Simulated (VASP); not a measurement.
OSZICAR of a VASP run on Tc (hcp):

OSZICAR:
```
       N       E                     dE             d eps       ncg     rms          rms(c)
DAV:   1     0.272676765050E+03    0.27268E+03   -0.14683E+04  4160   0.131E+03
DAV:   2    -0.174432019367E+02   -0.29012E+03   -0.28713E+03  4463   0.414E+02
DAV:   3    -0.241435153517E+02   -0.67003E+01   -0.65538E+01  4897   0.734E+01
DAV:   4    -0.242142387741E+02   -0.70723E-01   -0.69949E-01  4500   0.687E+00
DAV:   5    -0.242147543857E+02   -0.51561E-03   -0.51558E-03  4605   0.619E-01    0.253E+01
DAV:   6    -0.227106433173E+02    0.15041E+01   -0.36922E+00  4341   0.188E+01    0.759E+00
DAV:   7    -0.225369066219E+02    0.17374E+00   -0.66582E-01  4681   0.712E+00    0.876E-01
DAV:   8    -0.225255315514E+02    0.11375E-01   -0.11227E-02  4206   0.120E+00    0.351E-01
DAV:   9    -0.225251422159E+02    0.38934E-03   -0.72576E-04  4819   0.217E-01    0.269E-02
DAV:  10    -0.225251450378E+02   -0.28219E-05   -0.37241E-05  4335   0.523E-02    0.140E-02
DAV:  11    -0.225251445554E+02    0.48235E-06   -0.91588E-07  2316   0.997E-03
   1 F= -.22525145E+02 E0= -.22524718E+02  d E =-.225251E+02
       N       E                     dE             d eps       ncg     rms          rms(c)
DAV:   1    -0.257666691551E+02   -0.32415E+01   -0.96996E+01  4143   0.115E+02    0.239E+01
DAV:   2    -0.225052236885E+02    0.32614E+01   -0.86327E+00  4140   0.329E+01    0.328E+00
DAV:   3    -0.222984021749E+02    0.20682E+00   -0.12344E+00  4451   0.111E+01    0.372E+00
DAV:   4    -0.223537740052E+02   -0.55372E-01   -0.51314E-02  4276   0.196E+00    0.482E-01
DAV:   5    -0.223592035881E+02   -0.54296E-02   -0.13318E-02  4515   0.109E+00    0.814E-02
DAV:   6    -0.223594648324E+02   -0.26124E-03   -0.30585E-04  4133   0.150E-01    0.336E-02
DAV:   7    -0.223594652000E+02   -0.36766E-06   -0.54405E-06  4407   0.202E-02
   2 F= -.22359465E+02 E0= -.22359432E+02  d E =0.165679E+00
       N       E                     dE             d eps       ncg     rms          rms(c)
DAV:   1    -0.245512589383E+02   -0.21918E+01   -0.61543E+01  4233   0.995E+01    0.149E+01
DAV:   2    -0.225953896255E+02    0.19559E+01   -0.56467E+00  4260   0.246E+01    0.251E+00
DAV:   3    -0.225087746084E+02    0.86615E-01   -0.71037E-01  4423   0.808E+00    0.188E+00
DAV:   4    -0.225437312964E+02   -0.34957E-01   -0.47120E-02  4103   0.168E+00    0.892E-01
DAV:   5    -0.225419550040E+02    0.17763E-02   -0.67801E-03  4467   0.768E-01    0.871E-02
DAV:   6    -0.225423045606E+02   -0.34956E-03   -0.25703E-04  4482   0.137E-01    0.160E-02
DAV:   7    -0.225423048168E+02   -0.25622E-06   -0.42291E-06  4044   0.143E-02
   3 F= -.22542305E+02 E0= -.22541930E+02  d E =-.171603E-01
       N       E                     dE             d eps       ncg     rms          rms(c)
DAV:   1    -0.225424797868E+02   -0.17523E-03   -0.47499E-03  4221   0.837E-01    0.143E-01
DAV:   2    -0.225423204555E+02    0.15933E-03   -0.45929E-04  4230   0.225E-01    0.199E-02
DAV:   3    -0.225423147710E+02    0.56845E-05   -0.52160E-05  4451   0.694E-02    0.204E-02
DAV:   4    -0.225423192920E+02   -0.45210E-05   -0.25730E-06  3739   0.134E-02    0.151E-03
DAV:   5    -0.225423195229E+02   -0.23092E-06   -0.49013E-07  2054   0.681E-03
   4 F= -.22542320E+02 E0= -.22541947E+02  d E =-.171750E-01
```

Problem. Which electronic solver shows in the log?

Solution. It is blocked Davidson (ALGO = Normal, or the opening steps of other solvers). The INCAR had ALGO = Normal.

Problem. Can the final energy be trusted as converged?

Solution. Self-consistency was reached. It stopped with EDIFF = 1E-6, NELM = 100, NSW = 60 and EDIFFG = -0.01 after 4 ionic steps (PBEsol GGA, plane waves, VASP's PBE PAW potentials (set 64)). Energy and stress use the plane-wave basis of the starting cell.

The compound is Tc in the hcp structure. This run relaxes it. Symmetry was kept, so distortions that lower it aren't found.
